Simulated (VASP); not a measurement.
## A VASP study of FeSb (PBEsol + U): structure first, properties next

What structure does FeSb take at this level, and what are its properties? The steps: magnetic order: ferromagnetic, magnetic order: antiferromagnetic within the cell, magnetic order: antiferromagnetic, q = (0, 0, 1/2), magnetic order: antiferromagnetic, q = (1/2, 1/2, 1/2), magnetic order: antiferromagnetic, q = (1/2, 1/2, 0), the orders side by side, full relaxation (PBEsol + U), second relaxation, single point with fields (PBEsol + U), bands along the symmetry lines (PBEsol + U), density of states (PBEsol + U), electric field gradients (PBEsol + U), independent-particle dielectric function (PBEsol + U), vibrations at Γ (PBEsol + U) and self-consistent run (PBEsol + U), changed input. The start is a computed cell from the Materials Project.

Calculated with VASP 6.6.1; PBEsol, DFT+U (Fe d 3 eV), spin-polarised from a ferromagnetic start; plane waves and PAW (Fe, Sb), in the first sound run; inputs show where later runs differ.

**1. The structure**

Symmetry: P6_3/mmc, No. 194, hexagonal system. The conventional cell has a = 4.015 Å, b = 4.015 Å, c = 5.020 Å, α = 90.00°, β = 90.00°, γ = 120.00°. Nearest to Fe lie 2 Fe at 2.51 Å and 6 Sb at 2.64 Å. Sb has 6 Fe at 2.64 Å nearest. Farther neighbours are not listed.

**2. Magnetic order: ferromagnetic**

The properties of a magnet depend on its order, so a few collinear patterns are compared first on the cell as listed, beginning with all moments parallel. PBEsol restores the gradient expansion of exchange and is tuned for the cells of solids. A Hubbard U penalises fractional filling of the localised shell, which semilocal functionals favour.

INCAR reads:

```
SYSTEM = FeSb
PREC = Accurate
ENCUT = 400
EDIFF = 1E-06
NELM = 100
ISMEAR = 0
SIGMA = 0.05
LREAL = .FALSE.
ALGO = Normal
GGA = PS
NBANDS = 25
ISPIN = 2
MAGMOM = 3 3 0 0
LDAU = .TRUE.
LDAUTYPE = 2
LDAUL = 2 -1
LDAUU = 3 0
LDAUJ = 0 0
LDAUPRINT = 1
LASPH = .TRUE.
LMAXMIX = 4
LORBIT = 11
LWAVE = .FALSE.
LCHARG = .FALSE.
KPAR = 8
ISIF = 2
```

POSCAR reads:

```
FeSb
1.0
    4.0148064385      0.0000000000      0.0000000000
   -2.0074032193      3.4769243670      0.0000000000
    0.0000000000      0.0000000000      5.0197580000
Fe Sb
2 2
Direct
    0.0000000000      0.0000000000      0.0000000000
    0.0000000000      0.0000000000      0.5000000000
    0.6666666700      0.3333333300      0.2500000000
    0.3333333300      0.6666666700      0.7500000000
```

KPOINTS reads:

```
Automatic mesh
0
Gamma
7 7 5
0 0 0
```

Potentials, in the order of the species: Fe and Sb (PBE family, release 64).

Run with:

```console
$ mpirun -np 8 vasp_std
```

The program printed:

```text
[banner, memory and clock lines left out]
running    8 mpi-ranks, on    1 nodes
 distrk:  each k-point on    1 cores,    8 groups
 distr:  one band on    1 cores,    1 groups

 POSCAR found type information on POSCAR FeSb
 POSCAR found :  2 types and       4 ions
|                                                                             |
|           W    W    AA    RRRRR   N    N  II  N    N   GGGG   !!!           |
|           W    W   A  A   R    R  NN   N  II  NN   N  G    G  !!!           |
|           W    W  A    A  R    R  N N  N  II  N N  N  G       !!!           |
|           W WW W  AAAAAA  RRRRR   N  N N  II  N  N N  G  GGG   !            |
|           WW  WW  A    A  R   R   N   NN  II  N   NN  G    G                |
|           W    W  A    A  R    R  N    N  II  N    N   GGGG   !!!           |
|                                                                             |
|     For optimal performance we recommend to set                             |
|       NCORE = 2 up to number-of-cores-per-socket                            |
|     NCORE specifies how many cores store one orbital (NPAR=cpu/NCORE).      |
|     This setting can greatly improve the performance of VASP for DFT.       |
|     The default, NCORE=1 might be grossly inefficient on modern             |
|     multi-core architectures or massively parallel machines. Do your        |
|     Unfortunately you need to use the default for GW and RPA                |
|     calculations (for HF NCORE is supported but not extensively tested      |
|     yet).                                                                   |
|                                                                             |

|                                                                             |
|               ----> ADVICE to this user running VASP <----                  |
|                                                                             |
|     You enforced a specific xc type in the INCAR file but a different       |
|     [... a line on the potential file left out ...]
|     I HOPE YOU KNOW WHAT YOU ARE DOING!                                     |
|                                                                             |

 LDA part: xc-table for (Slater+PW92), standard interpolation
 POSCAR, INCAR and KPOINTS ok, starting setup
 FFT: planning ... GRIDC
 FFT: planning ... GRID_SOFT
 FFT: planning ... GRID
 WAVECAR not read
 entering main loop
       N       E                     dE             d eps       ncg     rms          rms(c)
DAV:   1     0.143526613534E+03    0.14353E+03   -0.87662E+03  2400   0.834E+02
DAV:   2    -0.152407193635E+02   -0.15877E+03   -0.14812E+03  2429   0.213E+02
DAV:   3    -0.231540004602E+02   -0.79133E+01   -0.76362E+01  3079   0.597E+01
DAV:   4    -0.233214374712E+02   -0.16744E+00   -0.16702E+00  2615   0.841E+00
DAV:   5    -0.233265092635E+02   -0.50718E-02   -0.50710E-02  3120   0.160E+00    0.167E+01
DAV:   6    -0.246622995794E+02   -0.13358E+01   -0.20993E+01  2842   0.773E+01    0.194E+01
DAV:   7    -0.216642294662E+02    0.29981E+01   -0.96355E+00  2858   0.521E+01    0.587E+00
DAV:   8    -0.217232296222E+02   -0.59000E-01   -0.56366E-01  2947   0.380E+00    0.346E+00
DAV:   9    -0.217052159152E+02    0.18014E-01   -0.12398E-01  2991   0.447E+00    0.108E+00
DAV:  10    -0.217108530921E+02   -0.56372E-02   -0.27333E-02  3626   0.125E+00    0.609E-01
DAV:  11    -0.217196001437E+02   -0.87471E-02   -0.32227E-02  3741   0.101E+00    0.314E-01
DAV:  12    -0.217238133601E+02   -0.42132E-02   -0.11310E-02  3296   0.531E-01    0.181E-01
DAV:  13    -0.217254236552E+02   -0.16103E-02   -0.28385E-03  3347   0.325E-01    0.131E-01
DAV:  14    -0.217259658977E+02   -0.54224E-03   -0.14741E-03  3407   0.245E-01    0.848E-02
DAV:  15    -0.217267338261E+02   -0.76793E-03   -0.63220E-03  3484   0.363E-01    0.412E-02
DAV:  16    -0.217268798934E+02   -0.14607E-03   -0.59040E-04  3572   0.117E-01    0.354E-02
DAV:  17    -0.217269306962E+02   -0.50803E-04   -0.17625E-04  3567   0.774E-02    0.213E-02
DAV:  18    -0.217269705586E+02   -0.39862E-04   -0.63552E-04  3665   0.120E-01    0.113E-02
DAV:  19    -0.217269802814E+02   -0.97227E-05   -0.67536E-05  3560   0.384E-02    0.619E-03
DAV:  20    -0.217269835833E+02   -0.33019E-05   -0.84696E-07  1462   0.793E-03    0.221E-03
DAV:  21    -0.217269841736E+02   -0.59033E-06   -0.24542E-07  1242   0.428E-03
   1 F= -.21726984E+02 E0= -.21723704E+02  d E =-.656061E-02  mag=     4.9784
```

The job ended after 21 s (8 MPI ranks of Intel Xeon 6975P-C (Granite Rapids), shared host; peak memory 1.8 GiB; 2.1 min of CPU time).

The logs omit lines about the potential files and the build; timing stands in the text.

From OUTCAR (step 2):

```text
ion  position               nearest neighbor table
   1  0.000  0.000  0.000-   2 2.51   2 2.51   4 2.64   3 2.64   3 2.64   4 2.64   3 2.64   4 2.64

  LATTYP: Found a hexagonal cell.
 ALAT       =     4.0148064385
 C/A-ratio  =     1.2503113355

 Subroutine GETGRP returns: Found 24 space group operations
 (whereof 12 operations were pure point group operations)

The static configuration has the point symmetry D_3d.
 The point group associated with its full space group is D_6h.

 Found     24 irreducible k-points:

   k-points           NKPTS =     24   k-points in BZ     NKDIM =     24   number of bands    NBANDS=     25

   dimension x,y,z NGX =    28 NGY =   28 NGZ =   36
   dimension x,y,z NGXF=    56 NGYF=   56 NGZF=   72

   ENCUT  =  400.0 eV  29.40 Ry    5.42 a.u.   6.55  6.55  8.19*2*pi/ulx,y,z

   NELECT =      26.0000    total number of electrons

 k-points in reciprocal lattice and weights: Automatic mesh
   0.00000000  0.00000000  0.00000000       0.004
   0.14285714  0.00000000  0.00000000       0.024
   0.28571429  0.00000000  0.00000000       0.024
   0.42857143 -0.00000000  0.00000000       0.024
   0.14285714  0.14285714  0.00000000       0.024
   0.28571429  0.14285714  0.00000000       0.049
   0.42857143  0.14285714  0.00000000       0.024
   0.28571429  0.28571429  0.00000000       0.024
   0.00000000  0.00000000  0.20000000       0.008
[...]
0.42857143  0.14285714  0.40000000       0.049
   0.28571429  0.28571429  0.40000000       0.049

atom =   1  type =  1  l = 2

 onsite density matrix

spin component  1

  0.9010 -0.0000  0.0000 -0.0218  0.0000
 -0.0000  0.9047  0.0000 -0.0000 -0.0218
  0.0000  0.0000  0.8984 -0.0000 -0.0000
 -0.0218 -0.0000 -0.0000  0.9047  0.0000
  0.0000 -0.0218 -0.0000  0.0000  0.9010

spin component  2

  0.3741  0.0000  0.0000  0.0753  0.0000
  0.0000  0.2411 -0.0000 -0.0000  0.0753
  0.0000 -0.0000  0.6531  0.0000 -0.0000
  0.0753 -0.0000  0.0000  0.2411 -0.0000
  0.0000  0.0753 -0.0000 -0.0000  0.3741

 occupancies and eigenvectors

  o =  0.2071  v =  0.0000  0.0000  0.0000  0.0000  0.0000  0.2355 -0.7472 -0.0000 -0.5220  0.3371      0.0000  0.0000  0.0000  0.0000  0.0000  0.0000  0.0000  0.0000  0.0000  0.0000
  o =  0.2071  v =  0.0000  0.0000  0.0000  0.0000  0.0000  0.3371  0.5220 -0.0000 -0.7472 -0.2355      0.0000  0.0000  0.0000  0.0000  0.0000  0.0000  0.0000  0.0000  0.0000  0.0000
  o =  0.4081  v =  0.0000  0.0000  0.0000  0.0000  0.0000 -0.5220 -0.3371  0.0000 -0.2355 -0.7473      0.0000  0.0000  0.0000  0.0000  0.0000  0.0000  0.0000  0.0000  0.0000  0.0000
  o =  0.4081  v =  0.0000  0.0000  0.0000  0.0000  0.0000  0.7473 -0.2355 -0.0000  0.3371 -0.5220      0.0000  0.0000  0.0000  0.0000  0.0000  0.0000  0.0000  0.0000  0.0000  0.0000
  o =  0.6531  v =  0.0000  0.0000  0.0000  0.0000  0.0000 -0.0000  0.0000 -1.0000 -0.0000  0.0000      0.0000  0.0000  0.0000  0.0000  0.0000  0.0000  0.0000  0.0000  0.0000  0.0000
  o =  0.8809  v = -0.4219 -0.5543  0.0000 -0.3872 -0.6040  0.0000  0.0000  0.0000  0.0000  0.0000      0.0000  0.0000  0.0000  0.0000  0.0000  0.0000  0.0000  0.0000  0.0000  0.0000
  o =  0.8809  v =  0.6040 -0.3872 -0.0000  0.5543 -0.4219  0.0000  0.0000  0.0000  0.0000  0.0000      0.0000  0.0000  0.0000  0.0000  0.0000  0.0000  0.0000  0.0000  0.0000  0.0000
  o =  0.8984  v =  0.0000 -0.0000  1.0000  0.0000 -0.0000  0.0000  0.0000  0.0000  0.0000  0.0000      0.0000  0.0000  0.0000  0.0000  0.0000  0.0000  0.0000  0.0000  0.0000  0.0000
  o =  0.9247  v =  0.3872 -0.6040  0.0000 -0.4219  0.5543  0.0000  0.0000  0.0000  0.0000  0.0000      0.0000  0.0000  0.0000  0.0000  0.0000  0.0000  0.0000  0.0000  0.0000  0.0000
  o =  0.9247  v = -0.5543 -0.4219 -0.0000  0.6040  0.3872  0.0000  0.0000  0.0000  0.0000  0.0000      0.0000  0.0000  0.0000  0.0000  0.0000  0.0000  0.0000  0.0000  0.0000  0.0000

atom =   2  type =  1  l = 2

 onsite density matrix

spin component  1

  0.9010  0.0000  0.0000  0.0218  0.0000
  0.0000  0.9047 -0.0000 -0.0000  0.0218
  0.0000 -0.0000  0.8984  0.0000 -0.0000
  0.0218 -0.0000  0.0000  0.9047 -0.0000
  0.0000  0.0218 -0.0000 -0.0000  0.9010

spin component  2

  0.3741 -0.0000  0.0000 -0.0753  0.0000
 -0.0000  0.2411  0.0000 -0.0000 -0.0753
  0.0000  0.0000  0.6531 -0.0000 -0.0000
 -0.0753 -0.0000 -0.0000  0.2411  0.0000
  0.0000 -0.0753 -0.0000  0.0000  0.3741

 occupancies and eigenvectors

  o =  0.2071  v =  0.0000  0.0000  0.0000  0.0000  0.0000  0.2356  0.7472 -0.0000  0.5221  0.3371      0.0000  0.0000  0.0000  0.0000  0.0000  0.0000  0.0000  0.0000  0.0000  0.0000
  o =  0.2071  v =  0.0000  0.0000  0.0000  0.0000  0.0000  0.3371 -0.5221 -0.0000  0.7472 -0.2356      0.0000  0.0000  0.0000  0.0000  0.0000  0.0000  0.0000  0.0000  0.0000  0.0000
  o =  0.4081  v =  0.0000  0.0000  0.0000  0.0000  0.0000 -0.5220  0.3371  0.0000  0.2355 -0.7472      0.0000  0.0000  0.0000  0.0000  0.0000  0.0000  0.0000  0.0000  0.0000  0.0000
  o =  0.4081  v =  0.0000  0.0000  0.0000  0.0000  0.0000  0.7472  0.2355 -0.0000 -0.3371 -0.5220      0.0000  0.0000  0.0000  0.0000  0.0000  0.0000  0.0000  0.0000  0.0000  0.0000
  o =  0.6531  v =  0.0000  0.0000  0.0000  0.0000  0.0000 -0.0000 -0.0000 -1.0000  0.0000  0.0000      0.0000  0.0000  0.0000  0.0000  0.0000  0.0000  0.0000  0.0000  0.0000  0.0000
  o =  0.8809  v = -0.4219  0.5543  0.0000  0.3872 -0.6040  0.0000  0.0000  0.0000  0.0000  0.0000      0.0000  0.0000  0.0000  0.0000  0.0000  0.0000  0.0000  0.0000  0.0000  0.0000
  o =  0.8809  v =  0.6040  0.3872 -0.0000 -0.5543 -0.4219  0.0000  0.0000  0.0000  0.0000  0.0000      0.0000  0.0000  0.0000  0.0000  0.0000  0.0000  0.0000  0.0000  0.0000  0.0000
  o =  0.8984  v =  0.0000  0.0000  1.0000 -0.0000 -0.0000  0.0000  0.0000  0.0000  0.0000  0.0000      0.0000  0.0000  0.0000  0.0000  0.0000  0.0000  0.0000  0.0000  0.0000  0.0000
  o =  0.9247  v =  0.3872  0.6040  0.0000  0.4219  0.5543  0.0000  0.0000  0.0000  0.0000  0.0000      0.0000  0.0000  0.0000  0.0000  0.0000  0.0000  0.0000  0.0000  0.0000  0.0000
  o =  0.9247  v = -0.5543  0.4219 -0.0000 -0.6040  0.3872  0.0000  0.0000  0.0000  0.0000  0.0000      0.0000  0.0000  0.0000  0.0000  0.0000  0.0000  0.0000  0.0000  0.0000  0.0000

 average (electrostatic) potential at core
       1 -40.4861       2 -40.4861       3 -83.7080       4 -83.7080

 E-fermi :   8.8168

 spin component 1
 k-point     1 :       0.0000    0.0000    0.0000
  band No.  band energies     occupation
    ...
      9       4.9238      1.00000
     10       4.9238      1.00000
     11       5.7302      1.00000
     12       5.7302      1.00000
     13       8.0207      1.00000
     14       9.0755      0.00000
     15       9.0755      0.00000
     16      10.6032      0.00000
     17      10.6032      0.00000
     18      11.4147      0.00000
    ...

 k-point     2 :       0.1429    0.0000    0.0000
  band No.  band energies     occupation
    ...
     11       5.7095      1.00000
     12       5.7301      1.00000
     13       7.3796      1.00000
     14       7.9162      1.00000
     15       8.1238      1.00000
     16       9.8742      0.00000
     17      11.4455      0.00000
     18      12.1393      0.00000
     19      12.9759      0.00000
     20      14.1347      0.00000
    ...

 k-point     3 :       0.2857    0.0000    0.0000
  band No.  band energies     occupation
    ...
     12       5.6727      1.00000
     13       5.7301      1.00000
     14       6.8423      1.00000
     15       7.5157      1.00000
     16       8.8043      0.63822
     17      10.7417      0.00000
     18      12.2068      0.00000
     19      12.4595      0.00000
     20      14.7060      0.00000
     21      14.7358      0.00000
    ...

 k-point     4 :       0.4286   -0.0000    0.0000
  band No.  band energies     occupation
    ...
     12       5.6491      1.00000
     13       5.7300      1.00000
     14       5.8398      1.00000
     15       6.5214      1.00000
     16       7.6227      1.00000
     17       9.7481      0.00000
     18      11.9149      0.00000
     19      12.4550      0.00000
     20      14.1792      0.00000
     21      14.2137      0.00000
    ...

 k-point     5 :       0.1429    0.1429    0.0000
  band No.  band energies     occupation
    ...
     11       5.6832      1.00000
     12       5.7292      1.00000
     13       6.0046      1.00000
     14       6.8148      1.00000
     15       7.7013      1.00000
     16      10.3212      0.00000
     17      10.6732      0.00000
     18      11.1636      0.00000
     19      13.7277      0.00000
     20      13.8540      0.00000
    ...

 k-point     6 :       0.2857    0.1429    0.0000
  band No.  band energies     occupation
    ...
     11       5.2778      1.00000
     12       5.6589      1.00000
     13       5.7313      1.00000
     14       5.9802      1.00000
     15       7.1825      1.00000
     16       8.9554      0.00004
     17       9.7916      0.00000
     18      10.8548      0.00000
     19      12.9626      0.00000
     20      12.9930      0.00000
    ...

  Total        3.1039404      3.1039404      2.5540868     -0.0000000      0.0000000      0.0000000
  in kB       70.9710644     70.9710644     58.3987568     -0.0000000      0.0000000      0.0000000
  external PRESSURE =      66.7802952 kB  Pullay stress =       0.0000000 kB

  energy-cutoff  :      400.00
  volume of cell :       70.07
      direct lattice vectors                 reciprocal lattice vectors
     4.014806438  0.000000000  0.000000000     0.249078010  0.143805256  0.000000000
    -2.007403219  3.476924367  0.000000000     0.000000000  0.287610513  0.000000000
     0.000000000  0.000000000  5.019758000     0.000000000  0.000000000  0.199212791

 POSITION                                       TOTAL-FORCE (eV/Angst)
 -----------------------------------------------------------------------------------
      0.00000      0.00000      0.00000        -0.000000      0.000000      0.000000
      0.00000      0.00000      2.50988        -0.000000      0.000000      0.000000
      2.00740      1.15897      1.25494        -0.000000      0.000000      0.000000
     -0.00000      2.31795      3.76482         0.000000     -0.000000     -0.000000
 -----------------------------------------------------------------------------------
    total drift:                                0.000000     -0.000000     -0.000000

  FREE ENERGIE OF THE ION-ELECTRON SYSTEM (eV)
  ---------------------------------------------------
  free  energy   TOTEN  =       -21.7269841736 eV

  energy  without entropy=      -21.7204235598  energy(sigma->0) =      -21.72370387

 total charge
# of ion       s       p       d       tot
------------------------------------------
    1        0.433   0.490   6.364   7.288
    2        0.433   0.490   6.364   7.288
    3        1.137   1.293   0.073   2.504
    4        1.137   1.293   0.073   2.504
--------------------------------------------------
tot          3.141   3.567  12.876  19.584

 magnetization (x)
# of ion       s       p       d       tot
------------------------------------------
    1        0.010   0.018   2.625   2.654
    2        0.010   0.018   2.625   2.654
    3        0.017  -0.100  -0.008  -0.091
    4        0.017  -0.100  -0.008  -0.091
--------------------------------------------------
tot          0.055  -0.163   5.235   5.126

[... 6 further parts left out ...]
```

The k-mesh is coarse for a metal. A U on the itinerant d states of such a compound is hard to justify; it moves the bands at the Fermi level and favours large moments. The PAW data sets were made with PBE, which is usual practice but a small mismatch for other functionals. At this level the cell is under a pressure of 6.7 GPa, so at these settings it is away from equilibrium.

Numbers from this step:

* SCF cycles: 21
* electrons: 26
* bands: 25
* irreducible k-points: 24
* symmetry operations: 24
* free energy (TOTEN): -21.73 eV
* energy at zero smearing: -21.72 eV
* Fermi energy: 8.817 eV
* pressure: 6.678 GPa
* moment of the cell, from the last line of the log: 4.978 μB
* metallic: yes

Spin moment in the PAW sphere by atom:

```tsv
atom	spin moment in the PAW sphere (μB)
Fe1	2.65
Fe2	2.65
Sb3	-0.09
Sb4	-0.09
```

The run ends ferromagnetic with a largest moment of 2.65 μB, and the mesh shows no gap.

(Continued in part 2 of 14.)

[Lines on the potential files, build, host, timing and source positions are cut from VASP's logs without a mark.]

[Logs are printed without paths, hosts, clocks, repeated set-up lines and the standing remarks that a program may print on its own settings, such as how far it seeks lower states.]

[Hosts, paths, dates, database ids (printed as entryN), source tags and the programs' standing remarks are cut or masked in the printed files.]

[Measured values are set beside computed ones only where the two were judged alike; some that the calculation misses by far are left out.]

[In band tables of VASP the shares of atoms and orbitals are scaled to a sum of 1 inside the atoms' spheres.]
